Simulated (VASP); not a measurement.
Here is the system:

```xyz
2
Lattice="4.5700 0.0000 0.0000 0.0000 4.5700 0.0000 0.0000 0.0000 4.5700" Properties=species:S:1:pos:R:3 pbc="T T T"
Cs     0.0000     0.0000     0.0000
I      2.2850     2.2850     2.2850
```

Method: r2SCAN meta-GGA, VASP's PBE PAW potentials (set 64) (plane waves; VASP). Settings: 480 eV cut-off, 5×5×5 Γ-centred mesh, Gaussian smearing of 0.050 eV, potentials Cs_sv I.

Energy and stress use the plane-wave basis of the starting cell.

Q: The ions, cell shape and volume are relaxed. Predict the relaxed structure.

A: 
```xyz
2
Lattice="4.6104 0.0000 0.0000 0.0000 4.6104 0.0000 0.0000 0.0000 4.6104" Properties=species:S:1:pos:R:3 pbc="T T T"
Cs     0.0000     0.0000     0.0000
I      2.3052     2.3052     2.3052
```
Space group Pm-3m (221), at a tolerance of 0.03 Å.

Q: How do energy and volume change from the first to the last step?

A: The energy (σ→0) changes by -1.6 meV/atom and the volume by +2.7 %, in 3 ionic steps.

```tsv
step	E(σ→0) (eV)	max force (eV/Å)	pressure (GPa)	volume (Å³)
1	-53.1213	0.000	0.39	95.44
2	-53.1240	0.000	0.14	97.05
3	-53.1245	0.000	0.03	98.00
```

The compound is CsI in the CsCl type structure. This run relaxes it. Symmetry was kept, so distortions that lower it aren't found.
